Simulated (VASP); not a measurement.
# What goes wrong when Rb (Rubidium) is relaxed with a bad input, part 2 of 2

Some relaxations of Rb (Rubidium) get a fault in the input on purpose. Which of them show, and how? The starting structure is a measured crystal structure from the Crystallography Open Database. The first relaxation on each setting starts from this cell expanded by 3 % in volume.

VASP 6.6.1.

Results so far: reference 86.28 Å³ an atom; a cutoff far too low 59.58 Å³ an atom.

## Step 5: Relaxation with one electron too many

Level of this step: PBEsol; plane waves and PAW (Rb_sv) (VASP).

A slip made on purpose: one electron too many. Against step 2 the input has NELECT = 10 (also changed: NELM).

INCAR reads:

```
SYSTEM = Rb
PREC = Accurate
ENCUT = 450
EDIFF = 1E-06
NELM = 60
ISMEAR = 1
SIGMA = 0.15
LREAL = .FALSE.
ALGO = Normal
GGA = PS
NBANDS = 10
LORBIT = 11
LWAVE = .FALSE.
LCHARG = .FALSE.
KPAR = 4
IBRION = 2
NSW = 50
ISIF = 3
EDIFFG = -0.006
NELECT = 10
```

POSCAR reads:

```
Rb
1.0
   -2.8312592311      2.8312592311      2.8312592311
    2.8312592311     -2.8312592311      2.8312592311
    2.8312592311      2.8312592311     -2.8312592311
Rb
1
Direct
    0.0000000000      0.0000000000      0.0000000000
```

KPOINTS reads:

```
Automatic mesh
0
Gamma
12 12 12
0 0 0
```

Potentials, in the order of the species: Rb_sv (PBE family, release 64).

Started as:

```sh
$ mpirun -np 4 vasp_std
```

The log of the run:

```text
[... set-up lines as in an earlier step ...]
 entering main loop
       N       E                     dE             d eps       ncg     rms          rms(c)
DAV:   1     0.426760207768E+02    0.42676E+02   -0.37491E+03  1440   0.704E+02
DAV:   2     0.228313763619E+01   -0.40393E+02   -0.39487E+02  1574   0.131E+02
DAV:   3    -0.415558857405E+00   -0.26987E+01   -0.26907E+01  1922   0.332E+01
DAV:   4    -0.527152722929E+00   -0.11159E+00   -0.11152E+00  1962   0.610E+00
DAV:   5    -0.530362546227E+00   -0.32098E-02   -0.32093E-02  2054   0.791E-01BRMIX: very serious problems
 the old and the new charge density differ
 old charge density:     9.00000 new   10.00000
BRMIX: very serious problems
 the old and the new charge density differ
 old charge density:     9.00000 new   10.00000
BRMIX: very serious problems
 the old and the new charge density differ
 old charge density:     9.00000 new   10.00000
BRMIX: very serious problems
 the old and the new charge density differ
 old charge density:     9.00000 new   10.00000
    0.350E+00
DAV:   6    -0.101974004743E+01   -0.48938E+00   -0.95507E-02  1850   0.152E+00    0.191E+00
DAV:   7    -0.100637495950E+01    0.13365E-01   -0.33659E-02  1564   0.109E+00    0.516E-01
DAV:   8    -0.100657088754E+01   -0.19593E-03   -0.44471E-03  2164   0.350E-01    0.140E-01
DAV:   9    -0.100634959756E+01    0.22129E-03   -0.19369E-03  1544   0.284E-01    0.853E-02
DAV:  10    -0.100634397335E+01    0.56242E-05   -0.14788E-04  2036   0.856E-02    0.231E-02
DAV:  11    -0.100634126556E+01    0.27078E-05   -0.48577E-06  1760   0.190E-02    0.169E-02
DAV:  12    -0.100633616766E+01    0.50979E-05   -0.22996E-05  1600   0.274E-02    0.381E-03
DAV:  13    -0.100633629081E+01   -0.12316E-06   -0.12139E-06  1340   0.709E-03
   1 F= -.10063363E+01 E0= -.10059556E+01  d E =-.100634E+01
[...]
2 F= -.15187432E+01 E0= -.15182809E+01  d E =-.512407E+00
[...]
3 F= -.18009792E+01 E0= -.18004543E+01  d E =-.794643E+00
[...]
4 F= -.19324264E+01 E0= -.19332571E+01  d E =-.926090E+00
[...]
5 F= -.19337679E+01 E0= -.19346451E+01  d E =-.927432E+00
[...]
reached required accuracy - stopping structural energy minimisation
```

Elapsed: 2.2 min, on 4 MPI ranks of AMD EPYC 7R43, shared host; peak memory 0.82 GiB; 8.2 min of CPU time.

OUTCAR, selected parts (step 5):

```text
  Total       -0.0021886     -0.0021886     -0.0021886      0.0000000      0.0000000     -0.0000000
  in kB       -0.0108661     -0.0108661     -0.0108661      0.0000000      0.0000000     -0.0000000
  external PRESSURE =      -0.0108661 kB  Pullay stress =       0.0000000 kB

 POSITION                                       TOTAL-FORCE (eV/Angst)
 -----------------------------------------------------------------------------------
      0.00000      0.00000      0.00000         0.000000      0.000000      0.000000
 -----------------------------------------------------------------------------------
    total drift:                               -0.000000     -0.000000      0.000000

  FREE ENERGIE OF THE ION-ELECTRON SYSTEM (eV)
  ---------------------------------------------------
  free  energy   TOTEN  =        -1.9337679161 eV

  energy  without entropy=       -1.9363995833  energy(sigma->0) =       -1.93464514

[... 2 parts as in an earlier step ...]

[... 2 further parts left out ...]
[key lines of the parts left out:]
E-fermi :  -1.5057
```

With one electron too many the cell ends at 322.710 Å³ an atom, +274.01 % from the reference.

## Step 6: Relaxation with a smearing far too wide

A slip made on purpose: a smearing far too wide. Against step 2 the input has ISMEAR = 0 and SIGMA = 2 (also changed: NELM).

INCAR, as its differences from that of step 5:

```diff
@@ -5,4 +5,4 @@
 NELM = 60
-ISMEAR = 1
-SIGMA = 0.15
+ISMEAR = 0
+SIGMA = 2
 LREAL = .FALSE.
@@ -19,2 +19 @@
 EDIFFG = -0.006
-NELECT = 10
```

POSCAR is that of step 5.

KPOINTS is that of step 5.

Started as:

```sh
$ mpirun -np 4 vasp_std
```

The log of the run:

```text
[... set-up lines as in an earlier step ...]
 entering main loop
       N       E                     dE             d eps       ncg     rms          rms(c)
DAV:   1     0.392226464771E+02    0.39223E+02   -0.31438E+03  1440   0.587E+02
DAV:   2     0.727605983874E+00   -0.38495E+02   -0.37512E+02  1574   0.121E+02
DAV:   3    -0.175597642480E+01   -0.24836E+01   -0.24754E+01  1922   0.305E+01
DAV:   4    -0.184655204739E+01   -0.90576E-01   -0.90413E-01  1962   0.522E+00
[...]
DAV:   8    -0.185087800644E+01   -0.10593E-03   -0.12072E-04  1676   0.879E-02    0.117E-02
DAV:   9    -0.185088344320E+01   -0.54368E-05   -0.69435E-06  2180   0.177E-02    0.629E-03
DAV:  10    -0.185088349433E+01   -0.51130E-07   -0.27569E-06  1720   0.862E-03
   1 F= -.18508835E+01 E0= -.10995714E+01  d E =-.185088E+01
[...]
2 F= -.18542644E+01 E0= -.10990067E+01  d E =-.338095E-02
[...]
3 F= -.18610480E+01 E0= -.10935104E+01  d E =-.101645E-01
[...]
4 F= -.18626722E+01 E0= -.10690218E+01  d E =-.117887E-01
[...]
5 F= -.18636260E+01 E0= -.10796174E+01  d E =-.127425E-01
[...]
reached required accuracy - stopping structural energy minimisation
```

The job ended after 93 s (4 MPI ranks; peak memory 0.79 GiB).

From OUTCAR (step 6):

```text
  Total       -0.0036136     -0.0036136     -0.0036136      0.0000000     -0.0000000     -0.0000000
  in kB       -0.0534478     -0.0534478     -0.0534478      0.0000000     -0.0000000     -0.0000000
  external PRESSURE =      -0.0534478 kB  Pullay stress =       0.0000000 kB

 POSITION                                       TOTAL-FORCE (eV/Angst)
 -----------------------------------------------------------------------------------
      0.00000      0.00000     -0.00000         0.000000     -0.000000      0.000000
 -----------------------------------------------------------------------------------
    total drift:                               -0.000000     -0.000000      0.000000

  FREE ENERGIE OF THE ION-ELECTRON SYSTEM (eV)
  ---------------------------------------------------
  free  energy   TOTEN  =        -1.8636260290 eV

  energy  without entropy=       -0.2956087281  energy(sigma->0) =       -1.07961738

[... 2 parts as in an earlier step ...]

[... 2 further parts left out ...]
[key lines of the parts left out:]
E-fermi :  -0.9100
```

With a smearing far too wide the cell ends at 108.324 Å³ an atom, +25.54 % from the reference; the bulk modulus is 1.1 GPa against 3.0 GPa.

## Step 7: All runs side by side

```tsv
run	ended	volume (Å³/atom)	change (%)	bulk modulus (GPa)	pressure left (GPa)	core minutes
reference	converged	86.284	-	3.0	0.0	4.33
a cutoff far too low	converged	59.576	-30.95	-	0.0	1.47
a functional's name that the tag doesn't take	stopped by VASP	-	-	-	-	0.333
one electron too many	converged	322.71	274.01	-	0.0	8.93
a smearing far too wide	converged	108.324	25.54	1.1	-0.01	6.2
```

Core minutes are wall time times ranks, summed over the relaxations behind a row (those for a bulk modulus apart), on shared hosts.

## Step 8: What came out

```json
{
 "volume of the reference": "86.28 Å³/atom",
 "volume against the reference, a cutoff far too low": "-30.95 %",
 "volume against the reference, one electron too many": "+274.01 %",
 "volume against the reference, a smearing far too wide": "+25.54 %",
 "run with a functional's name that the tag doesn't take": "stopped by VASP"
}
```

**Reading.** VASP stopped by itself in the run with a functional's name that the tag doesn't take. Finished, but with signs in the output that stand out against the reference: a cutoff far too low, with the volume changed by -31.0 % (signs: -10.8 GPa at the first ionic step (of the first relaxations, not shown; reference: -0.1 GPa)); one electron too many, with the volume changed by +274.0 % (signs: a warning on the charge density and 3.9 GPa at the first ionic step (of the first relaxations, not shown; reference: -0.1 GPa)); a smearing far too wide, with the volume changed by +25.5 % (signs: a large entropy term in the energy). The reference was restarted once and the runs with a slip weren't, so their cells may not have settled fully. Further runs on this material are not shown.

[Lines on the potential files, build, host, timing and source positions are cut from VASP's logs without a mark.]

[Logs are printed without paths, hosts, clocks, repeated set-up lines and the standing remarks that a program may print on its own settings, such as how far it seeks lower states.]

[Hosts, paths, dates, database ids (printed as entryN), source tags and the programs' standing remarks are cut or masked in the printed files.]
